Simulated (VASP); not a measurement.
These are PBEsol GGA, VASP's PBE PAW potentials (set 64) (plane waves; VASP) values and carry that method's errors.

A VASP calculation is set up with these files.

**POSCAR**
```
ZrB
1
    3.3575627908     0.0000000000     0.0000000000
   -1.6787813954     2.9077348557    -0.0000000000
    0.0000000000     0.0000000000     6.1142747693
Zr B
2 2
Direct
  0.0000000000   0.0000000000   0.0000000000
  0.0000000000   0.0000000000   0.5000000000
  0.3333330000   0.6666670000   0.2500000000
  0.6666670000   0.3333330000   0.7500000000
```

KPOINTS:
```
Automatic mesh
0
Gamma
12 12 6
0 0 0
```

INCAR:
```
ALGO  =  Normal
PREC  =  Accurate
EDIFF  =  1E-7   ! SCF stop (eV)
ENCUT  =  520   ! plane-wave cut-off (eV)
NELM  =  100   ! most electronic steps
LORBIT  =  11   ! lm-projected
ISMEAR  =  -5
GGA  =  PS   ! PBEsol
NEDOS  =  601   ! DOS grid
LREAL  =  .FALSE.   ! projection in real space or not
ISIF  =  2   ! forces and stress, cell fixed
LEFG  =  .TRUE.
LCHARG  =  .TRUE.
SYSTEM  =  ZrB
LASPH  =  .TRUE.   ! aspherical one-centre terms
LMAXMIX  =  4   ! l cut-off of mixed one-centre charges
LWAVE  =  .FALSE.
```

POTCAR, in this order: Zr_sv B (PBE.64 set). Program: vasp_std.

Output of the run:

### OSZICAR
```
       N       E                     dE             d eps       ncg     rms          rms(c)
DAV:   1     0.246423908782E+03    0.24642E+03   -0.16158E+04  2888   0.156E+03
DAV:   2    -0.162347575041E+02   -0.26266E+03   -0.25687E+03  3427   0.407E+02
DAV:   3    -0.347761114727E+02   -0.18541E+02   -0.18044E+02  4991   0.849E+01
DAV:   4    -0.356891896702E+02   -0.91308E+00   -0.91045E+00  3720   0.164E+01
DAV:   5    -0.357142311829E+02   -0.25042E-01   -0.25033E-01  4176   0.257E+00    0.245E+01
DAV:   6    -0.320540115452E+02    0.36602E+01   -0.17686E+01  3400   0.213E+01    0.924E+00
DAV:   7    -0.321121445128E+02   -0.58133E-01   -0.11220E+00  4542   0.490E+00    0.409E+00
DAV:   8    -0.321111170260E+02    0.10275E-02   -0.87631E-02  3640   0.222E+00    0.997E-01
DAV:   9    -0.321108150966E+02    0.30193E-03   -0.11312E-02  4314   0.706E-01    0.182E-01
DAV:  10    -0.321108505278E+02   -0.35431E-04   -0.71031E-04  4095   0.223E-01    0.587E-02
DAV:  11    -0.321108702627E+02   -0.19735E-04   -0.77510E-05  4326   0.686E-02    0.729E-03
DAV:  12    -0.321108730067E+02   -0.27441E-05   -0.28731E-06  3610   0.157E-02    0.238E-03
DAV:  13    -0.321108723067E+02    0.70002E-06   -0.15737E-07  2502   0.321E-03    0.122E-03
DAV:  14    -0.321108720542E+02    0.25255E-06   -0.29277E-08  1951   0.159E-03    0.212E-04
DAV:  15    -0.321108719658E+02    0.88391E-07   -0.11599E-08  1876   0.701E-04
   1 F= -.32110872E+02 E0= -.32110872E+02  d E =0.000000E+00
```

File OUTCAR:
```
------------------------ aborting loop because EDIFF is reached ----------------------------------------
  FORCE on cell =-STRESS in cart. coord.  units (eV):
  Direction    XX          YY          ZZ          XY          YZ          ZX
  --------------------------------------------------------------------------------------
  Total        0.0502434      0.0502434      0.1974684      0.0000000      0.0000000      0.0000000
  in kB        1.3485451      1.3485453      5.3001026      0.0000000      0.0000000      0.0000000
  external PRESSURE =       2.6657310 kB  Pullay stress =       0.0000000 kB
  volume of cell :       59.69
      direct lattice vectors                 reciprocal lattice vectors
     3.357562791  0.000000000  0.000000000     0.297835085  0.171955156  0.000000000
    -1.678781395  2.907734856  0.000000000     0.000000000  0.343910312  0.000000000
     0.000000000  0.000000000  6.114274769     0.000000000  0.000000000  0.163551695
 POSITION                                       TOTAL-FORCE (eV/Angst)
 -----------------------------------------------------------------------------------
      0.00000      0.00000      0.00000         0.000000      0.000000      0.000000
      0.00000      0.00000      3.05714         0.000000      0.000000      0.000000
     -0.00000      1.93849      1.52857        -0.000000      0.000000     -0.000000
      1.67878      0.96924      4.58571         0.000000     -0.000000      0.000000
 -----------------------------------------------------------------------------------
    total drift:                               -0.000000      0.000000      0.000000
  FREE ENERGIE OF THE ION-ELECTRON SYSTEM (eV)
  ---------------------------------------------------
  free  energy   TOTEN  =       -32.1108719658 eV

  energy  without entropy=      -32.1108719658  energy(sigma->0) =      -32.11087197

 total charge

# of ion       s       p       d       tot
------------------------------------------
    1        2.208   5.997   1.698   9.902
    2        2.208   5.997   1.698   9.902
    3        0.757   0.992   0.000   1.749
    4        0.757   0.992   0.000   1.749
--------------------------------------------------
tot          5.929  13.977   3.395  23.301

 Electric field gradients after diagonalization (V/A^2)
 (convention: |V_zz| > |V_xx| > |V_yy|)
----------------------------------------------------------------------
 ion       V_xx      V_yy      V_zz     asymmetry (V_yy - V_xx)/ V_zz
----------------------------------------------------------------------
   1      -3.656    -3.655     7.311       0.000
   2      -3.656    -3.655     7.311       0.000
   3       5.263     5.263   -10.525       0.000
   4       5.263     5.263   -10.525       0.000
```
(Selected blocks of OUTCAR.)

For a metal the tetrahedron method with Blöchl corrections gives inexact stress and forces.

The structure was generated: ZrB was put into the NiAs type type (P6_3/mmc), which need not be its known phase. It was relaxed first, which changed the volume by -29 %.
